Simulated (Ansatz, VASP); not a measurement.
# Cross-check of HfB2 between VASP and Ansatz

Wanted: the spread between two codes on one cell, functional and k mesh. The cell is taken from a series of runs on this material, whose earlier steps may have relaxed, scaled, displaced or heated it; both programs get it as it stands.

Method: plane waves, with VASP 6.6.1 beside it; zone-centre phonons at PBEsol, in Ansatz 0.2.0.

**1. Set-up**

It takes space group P6/mmm (No. 191, hexagonal). The conventional cell has a = 3.096 Å, b = 3.096 Å, c = 3.466 Å, α = 90.00°, β = 90.00°, γ = 120.00°. Nearest to B lie 3 B at 1.79 Å and 6 Hf at 2.49 Å. Nearest to Hf lie 12 B at 2.49 Å. Farther neighbours are not listed.

Coordinates:

```xyz
3
Lattice="3.0959 0.0000 0.0000 -1.5479 2.6811 0.0000 0.0000 0.0000 3.4664" Properties=species:S:1:pos:R:3 pbc="T T T"
B     0.0000    1.7874    1.7332
B     1.5479    0.8937    1.7332
Hf    0.0000    0.0000    0.0000
```

**2. VASP: zone-centre phonons, PBEsol**

Second derivatives magnify differences that forces hide, and they need a tight electronic threshold.

Lines of VASP's logs that name or quote its potential files are left out, and so is its time.

Input file INCAR:

```
SYSTEM = HfB2
PREC = Accurate
ENCUT = 500
EDIFF = 1E-08
NELM = 120
ISMEAR = 1
SIGMA = 0.2
LREAL = .FALSE.
ALGO = Normal
GGA = PS
NBANDS = 14
LASPH = .TRUE.
LORBIT = 11
LWAVE = .FALSE.
LCHARG = .FALSE.
ISIF = 2
IBRION = 8
GGA_COMPAT = .FALSE.
KPAR = 2
```

Input file POSCAR:

```
HfB2
1.0
    3.0958848619      0.0000000000      0.0000000000
   -1.5479424309      2.6811149376      0.0000000000
    0.0000000000      0.0000000000      3.4663852784
B Hf
2 1
Direct
    0.3333333333      0.6666666667      0.5000000000
    0.6666666667      0.3333333333      0.5000000000
    0.0000000000      0.0000000000      0.0000000000
```

Input file KPOINTS:

```
Automatic mesh
0
Gamma
15 15 12
0 0 0
```

The projector-augmented-wave data sets are B and Hf_pv (PBE family, release 64).

On the command line:

```
mpirun -np 2 vasp_std
```

Numbers of over 12 decimals in the logs are rounded to 6 here.

Output:

```text
[banner, memory and clock lines left out]
running    2 mpi-ranks, on    1 nodes
 distrk:  each k-point on    1 cores,    2 groups
 distr:  one band on    1 cores,    1 groups

 POSCAR found type information on POSCAR B Hf
 POSCAR found :  2 types and       3 ions
|                                                                             |
|               ----> ADVICE to this user running VASP <----                  |
|                                                                             |
|     You enforced a specific xc type in the INCAR file but a different       |
|     [... a line on the potential file left out ...]
|     I HOPE YOU KNOW WHAT YOU ARE DOING!                                     |
|                                                                             |

 LDA part: xc-table for (Slater+PW92), standard interpolation
 POSCAR, INCAR and KPOINTS ok, starting setup
 FFT: planning ... GRIDC
 FFT: planning ... GRID_SOFT
 FFT: planning ... GRID
 WAVECAR not read
 entering main loop
       N       E                     dE             d eps       ncg     rms          rms(c)
DAV:   1     0.263935965225E+02    0.26394E+02   -0.79366E+03  5300   0.106E+03
DAV:   2    -0.286393676686E+02   -0.55033E+02   -0.51687E+02  6848   0.225E+02
DAV:   3    -0.301399123685E+02   -0.15005E+01   -0.14928E+01  7064   0.279E+01
DAV:   4    -0.301467124198E+02   -0.68001E-02   -0.67986E-02  6036   0.226E+00
DAV:   5    -0.301467541137E+02   -0.41694E-04   -0.41693E-04  7092   0.155E-01    0.559E+01
DAV:   6    -0.279739710241E+02    0.21728E+01   -0.32663E+00  6366   0.127E+01    0.406E+01
DAV:   7    -0.279319167822E+02    0.42054E-01   -0.11772E+00  6708   0.772E+00    0.111E+01
DAV:   8    -0.278594968266E+02    0.72420E-01   -0.32877E-01  6308   0.427E+00    0.163E+00
DAV:   9    -0.278545207936E+02    0.49760E-02   -0.27466E-02  6198   0.132E+00    0.452E-01
DAV:  10    -0.278541955727E+02    0.32522E-03   -0.11735E-03  6480   0.293E-01    0.266E-01
DAV:  11    -0.278542041448E+02   -0.85721E-05   -0.76385E-05  6414   0.681E-02    0.911E-02
DAV:  12    -0.278542018353E+02    0.23095E-05   -0.40232E-06  6204   0.154E-02    0.147E-02
DAV:  13    -0.278542019414E+02   -0.10612E-06   -0.29458E-07  6702   0.439E-03    0.301E-03
DAV:  14    -0.278542019559E+02   -0.14486E-07   -0.40489E-08  6240   0.165E-03    0.157E-03
DAV:  15    -0.278542019764E+02   -0.20494E-07   -0.30462E-09  2922   0.478E-04    0.857E-04
DAV:  16    -0.278542019737E+02    0.27312E-08   -0.25438E-10  2802   0.146E-04
   1 F= -.27854202E+02 E0= -.27854373E+02  d E =0.514250E-03
 Linear response reoptimize wavefunctions to high precision
DAV:   1    -0.278542019710E+02    0.26400E-08   -0.15405E-10  2964   0.109E-04
DAV:   2    -0.278542019711E+02   -0.26603E-10   -0.19286E-11  2700   0.404E-05
 Linear response DOF=           4
 Linear response progress:
  Degree of freedom:   1/  4
       N       E                     dE             d eps       ncg     rms          rms(c)
RMM:   1    -0.450615034323E-01   -0.45062E-01    0.23849E-02 53235   0.114E+00
RMM:   2    -0.437540095925E-01    0.13075E-02   -0.12073E-03 37826   0.201E-01    0.274E-01
RMM:   3    -0.436187276563E-01    0.13528E-03   -0.53458E-04 33875   0.116E-01    0.146E-01
RMM:   4    -0.441222856881E-01   -0.50356E-03   -0.51608E-04 33995   0.109E-01    0.196E-02
RMM:   5    -0.440885504035E-01    0.33735E-04   -0.15841E-05 37484   0.224E-02    0.623E-03
RMM:   6    -0.440856109602E-01    0.29394E-05   -0.69919E-07 39716   0.434E-03    0.192E-03
RMM:   7    -0.440818456305E-01    0.37653E-05   -0.97191E-08 39820   0.159E-03    0.101E-03
RMM:   8    -0.440827799767E-01   -0.93435E-06   -0.94066E-09 41545   0.355E-04    0.362E-04
RMM:   9    -0.440830116146E-01   -0.23164E-06   -0.82885E-09 41958   0.901E-05    0.151E-04
RMM:  10    -0.440830225559E-01   -0.10941E-07   -0.32366E-09 39525   0.416E-05    0.294E-05
RMM:  11    -0.440830706162E-01   -0.48060E-07   -0.13095E-09 41127   0.126E-05    0.102E-05
RMM:  12    -0.440830728767E-01   -0.22606E-08   -0.84247E-10 38823   0.381E-06    0.162E-05
 first order change of Fermi-energy   0.10912E-04
 force on displaced ion       1 direction 1 : -18.485  -0.001   0.000
 Linear response progress:
  Degree of freedom:   2/  4
       N       E                     dE             d eps       ncg     rms          rms(c)
RMM:   1    -0.455171113885E-01   -0.45517E-01    0.46987E-02 18328   0.130E+00
RMM:   2    -0.455266855140E-01   -0.95741E-05   -0.10961E-03 13538   0.199E-01    0.461E-01
RMM:   3    -0.453717757291E-01    0.15491E-03   -0.78850E-04 12237   0.141E-01    0.219E-01
RMM:   4    -0.457854511537E-01   -0.41368E-03   -0.39434E-04 13374   0.929E-02    0.319E-02
RMM:   5    -0.458192558276E-01   -0.33805E-04   -0.20764E-05 13586   0.285E-02    0.901E-03
RMM:   6    -0.458158002774E-01    0.34556E-05   -0.11012E-06 13702   0.640E-03    0.268E-03
RMM:   7    -0.458039562838E-01    0.11844E-04   -0.17892E-07 12977   0.232E-03    0.466E-04
RMM:   8    -0.458035962133E-01    0.36007E-06   -0.92185E-09 14558   0.518E-04    0.146E-04
RMM:   9    -0.458035850440E-01    0.11169E-07    0.52437E-09 14751   0.982E-05    0.119E-04
RMM:  10    -0.458036599570E-01   -0.74913E-07    0.15066E-10 15231   0.258E-05    0.380E-05
RMM:  11    -0.458036286057E-01    0.31351E-07    0.93048E-10 13714   0.232E-05    0.392E-06
RMM:  12    -0.458036272689E-01    0.13368E-08    0.25953E-09 14313   0.475E-06    0.274E-06
 first order change of Fermi-energy  -0.41846E-04
 force on displaced ion       1 direction 3 :   0.000  -0.000 -10.590
 Linear response progress:
  Degree of freedom:   3/  4
       N       E                     dE             d eps       ncg     rms          rms(c)
RMM:   1    -0.204450691976E+00   -0.20445E+00    0.46571E+00 13865   0.125E+01
RMM:   2    -0.202572112204E+00    0.18786E-02   -0.32385E-02 19265   0.124E+00    0.508E-01
RMM:   3    -0.201884327644E+00    0.68778E-03   -0.10689E-03 25266   0.166E-01    0.227E-01
RMM:   4    -0.201409773008E+00    0.47455E-03   -0.74387E-05 26535   0.533E-02    0.144E-01
RMM:   5    -0.200935976285E+00    0.47380E-03   -0.29294E-05 26575   0.384E-02    0.123E-02
RMM:   6    -0.200928895244E+00    0.70810E-05   -0.22610E-06 25848   0.106E-02    0.371E-03
RMM:   7    -0.200943667419E+00   -0.14772E-04   -0.14243E-07 28021   0.247E-03    0.385E-03
RMM:   8    -0.200944092450E+00   -0.42503E-06   -0.70974E-07 27330   0.562E-04    0.507E-04
RMM:   9    -0.200943676720E+00    0.41573E-06   -0.68009E-07 27913   0.240E-04    0.415E-04
RMM:  10    -0.200944053405E+00   -0.37668E-06   -0.55679E-07 27417   0.785E-05    0.664E-06
RMM:  11    -0.200944043449E+00    0.99562E-08   -0.22490E-07 28518   0.286E-05    0.310E-05
RMM:  12    -0.200944054417E+00   -0.10968E-07   -0.10288E-07 26892   0.118E-05    0.164E-05
RMM:  13    -0.200944058067E+00   -0.36507E-08   -0.49972E-08 20321   0.559E-06    0.133E-06
 first order change of Fermi-energy   0.59304E-04
 force on displaced ion       3 direction 1 : -14.774   0.000   0.000
 Linear response progress:
  Degree of freedom:   4/  4
       N       E                     dE             d eps       ncg     rms          rms(c)
RMM:   1    -0.229270771729E+00   -0.22927E+00    0.44967E+00  6027   0.127E+01
RMM:   2    -0.227311033765E+00    0.19597E-02   -0.38312E-02  8124   0.132E+00    0.858E-01
RMM:   3    -0.226838277494E+00    0.47276E-03   -0.20947E-03 10615   0.210E-01    0.435E-01
RMM:   4    -0.226441419164E+00    0.39686E-03   -0.22507E-04 10184   0.776E-02    0.163E-01
RMM:   5    -0.226215913300E+00    0.22551E-03   -0.23437E-05 10738   0.311E-02    0.245E-02
RMM:   6    -0.226158134308E+00    0.57779E-04   -0.29072E-06 10669   0.975E-03    0.425E-03
RMM:   7    -0.226170500760E+00   -0.12366E-04    0.15281E-05 11370   0.341E-03    0.472E-03
RMM:   8    -0.226164727915E+00    0.57728E-05    0.24995E-05 11409   0.105E-03    0.153E-03
RMM:   9    -0.226163141871E+00    0.15860E-05    0.12916E-05 11749   0.353E-04    0.198E-04
RMM:  10    -0.226163094666E+00    0.47206E-07    0.61122E-06 12360   0.117E-04    0.431E-05
RMM:  11    -0.226163051235E+00    0.43431E-07    0.29562E-06 12129   0.471E-05    0.340E-05
RMM:  12    -0.226163009614E+00    0.41621E-07    0.14647E-06 11808   0.234E-05    0.524E-06
RMM:  13    -0.226163028706E+00   -0.19093E-07    0.72303E-07 10878   0.133E-05    0.684E-06
RMM:  14    -0.226163020600E+00    0.81069E-08    0.39529E-07  8496   0.623E-06    0.423E-06
RMM:  15    -0.226163010520E+00    0.10080E-07    0.18640E-07  9148   0.403E-06    0.352E-07
RMM:  16    -0.226163012297E+00   -0.17767E-08    0.92263E-08  6400   0.203E-06    0.580E-07
 first order change of Fermi-energy  -0.14783E-03
 force on displaced ion       3 direction 3 :   0.000   0.000 -16.587
 Linear response finished
```

OUTCAR, selected parts (step 2):

```text
ion  position               nearest neighbor table
   1  0.333  0.667  0.500-   2 1.79   2 1.79   2 1.79   3 2.49   3 2.49   3 2.49   3 2.49   3 2.49
                             3 2.49
   2  0.667  0.333  0.500-   1 1.79   1 1.79   1 1.79   3 2.49   3 2.49   3 2.49   3 2.49   3 2.49
                             3 2.49
   3  0.000  0.000  0.000-   1 2.49   2 2.49   1 2.49   2 2.49   1 2.49   1 2.49   2 2.49   2 2.49
                             2 2.49   2 2.49   1 2.49   1 2.49

  LATTYP: Found a hexagonal cell.
 ALAT       =     3.0958848619
 C/A-ratio  =     1.1196751278

 Subroutine GETGRP returns: Found 24 space group operations
 (whereof 24 operations were pure point group operations)

The static configuration has the point symmetry D_6h.

 Found    189 irreducible k-points:

   k-points           NKPTS =    189   k-points in BZ     NKDIM =    189   number of bands    NBANDS=     14

   dimension x,y,z NGX =    24 NGY =   24 NGZ =   28
   dimension x,y,z NGXF=    48 NGYF=   48 NGZF=   56

   ENCUT  =  500.0 eV  36.75 Ry    6.06 a.u.   5.64  5.64  6.32*2*pi/ulx,y,z

   NELECT =      16.0000    total number of electrons

 k-points in reciprocal lattice and weights: Automatic mesh
   0.00000000  0.00000000  0.00000000       0.000
   0.06666667  0.00000000  0.00000000       0.002
   0.13333333  0.00000000  0.00000000       0.002
   0.20000000  0.00000000  0.00000000       0.002
   0.26666667  0.00000000  0.00000000       0.002
   0.33333333  0.00000000  0.00000000       0.002
   0.40000000  0.00000000  0.00000000       0.002
   0.46666667  0.00000000  0.00000000       0.002
   0.06666667  0.06666667  0.00000000       0.002
[...]
0.33333333  0.26666667  0.50000000       0.004
   0.33333333  0.33333333  0.50000000       0.001

 average (electrostatic) potential at core
       1 -24.8408       2 -24.8408       3 -33.7483

  Total        1.1254952      1.1254952      0.0390488      0.0000000      0.0000000     -0.0000000
  in kB       62.6725190     62.6725190      2.1744073      0.0000000      0.0000000     -0.0000000
  external PRESSURE =      42.5064817 kB  Pullay stress =       0.0000000 kB

  energy-cutoff  :      500.00
  volume of cell :       28.77
      direct lattice vectors                 reciprocal lattice vectors
     3.095884862  0.000000000  0.000000000     0.323009429  0.186489580  0.000000000
    -1.547942431  2.681114938  0.000000000     0.000000000  0.372979161  0.000000000
     0.000000000  0.000000000  3.466385278     0.000000000  0.000000000  0.288484955

 POSITION                                       TOTAL-FORCE (eV/Angst)
 -----------------------------------------------------------------------------------
     -0.00000      1.78741      1.73319        -0.000000     -0.000000      0.000000
      1.54794      0.89370      1.73319         0.000000      0.000000      0.000000
      0.00000      0.00000      0.00000        -0.000000      0.000000      0.000000
 -----------------------------------------------------------------------------------
    total drift:                               -0.000000      0.000000      0.000000

 Eigenvectors and eigenvalues of the dynamical matrix
 ----------------------------------------------------

   1 f  =   25.859458 THz   162.479767 2PiTHz  862.578674 cm-1   106.946077 meV
             X         Y         Z           dx          dy          dz
     -0.000000  1.787410  1.733193    -0.485205   -0.514370   -0.000000
      1.547942  0.893705  1.733193     0.485205    0.514370    0.000000
      0.000000  0.000000  0.000000     0.000000   -0.000000    0.000000

   2 f  =   25.859458 THz   162.479767 2PiTHz  862.578674 cm-1   106.946077 meV
             X         Y         Z           dx          dy          dz
     -0.000000  1.787410  1.733193    -0.514370    0.485205   -0.000000
      1.547942  0.893705  1.733193     0.514370   -0.485205    0.000000
      0.000000  0.000000  0.000000    -0.000000    0.000000    0.000000

   3 f  =   17.069702 THz   107.252099 2PiTHz  569.383958 cm-1    70.594582 meV
             X         Y         Z           dx          dy          dz
     -0.000000  1.787410  1.733193     0.000000   -0.000000   -0.707107
      1.547942  0.893705  1.733193     0.000000    0.000000    0.707107
      0.000000  0.000000  0.000000    -0.000000    0.000000    0.000000

   4 f  =   14.496105 THz    91.081716 2PiTHz  483.538028 cm-1    59.951048 meV
             X         Y         Z           dx          dy          dz
     -0.000000  1.787410  1.733193     0.000000    0.000000   -0.667802
      1.547942  0.893705  1.733193     0.000000    0.000000   -0.667802
      0.000000  0.000000  0.000000     0.000000    0.000000    0.328756

   5 f  =   13.685411 THz    85.987974 2PiTHz  456.496176 cm-1    56.598287 meV
             X         Y         Z           dx          dy          dz
     -0.000000  1.787410  1.733193     0.458248    0.485801    0.000000
      1.547942  0.893705  1.733193     0.458248    0.485801   -0.000000
      0.000000  0.000000  0.000000    -0.225513   -0.239073    0.000000

   6 f  =   13.685411 THz    85.987974 2PiTHz  456.496176 cm-1    56.598287 meV
             X         Y         Z           dx          dy          dz
     -0.000000  1.787410  1.733193     0.485801   -0.458248    0.000000
      1.547942  0.893705  1.733193     0.485801   -0.458248   -0.000000
      0.000000  0.000000  0.000000    -0.239073    0.225513    0.000000

   7 f/i=    0.000723 THz     0.004540 2PiTHz    0.024101 cm-1     0.002988 meV
             X         Y         Z           dx          dy          dz
     -0.000000  1.787410  1.733193     0.000000   -0.000000    0.232466
      1.547942  0.893705  1.733193     0.000000   -0.000000    0.232466
      0.000000  0.000000  0.000000     0.000000   -0.000000    0.944415

   8 f/i=    0.000818 THz     0.005138 2PiTHz    0.027277 cm-1     0.003382 meV
             X         Y         Z           dx          dy          dz
     -0.000000  1.787410  1.733193     0.229611   -0.035846   -0.000000
      1.547942  0.893705  1.733193     0.229611   -0.035846   -0.000000
      0.000000  0.000000  0.000000     0.933148   -0.145680   -0.000000

   9 f/i=    0.000818 THz     0.005138 2PiTHz    0.027277 cm-1     0.003382 meV
             X         Y         Z           dx          dy          dz
     -0.000000  1.787410  1.733193     0.035846    0.229611    0.000000
      1.547942  0.893705  1.733193     0.035846    0.229611    0.000000
      0.000000  0.000000  0.000000     0.145680    0.933148    0.000000

 ELASTIC MODULI CONTR FROM IONIC RELAXATION (kBar)
 Direction    XX          YY          ZZ          XY          YZ          ZX
 --------------------------------------------------------------------------------
 XX          -0.0912      0.0912     -0.0000     -0.0000      0.0000      0.0000
 YY           0.0912     -0.0912     -0.0000     -0.0000      0.0000      0.0000
 ZZ          -0.0000     -0.0000     -0.0000     -0.0000      0.0000      0.0000
 XY          -0.0000     -0.0000     -0.0000     -0.0912      0.0000      0.0000
 YZ           0.0000      0.0000      0.0000      0.0000      0.0000      0.0000
 ZX           0.0000      0.0000      0.0000      0.0000      0.0000      0.0000
 --------------------------------------------------------------------------------
```

(Continued in part 2 of 2.)

[Lines on the potential files, build, host, timing and source positions are cut from VASP's logs without a mark.]

[Logs are printed without paths, hosts, clocks, repeated set-up lines and the standing remarks that a program may print on its own settings, such as how far it seeks lower states.]

[Hosts, paths, dates, database ids (printed as entryN), source tags and the programs' standing remarks are cut or masked in the printed files.]
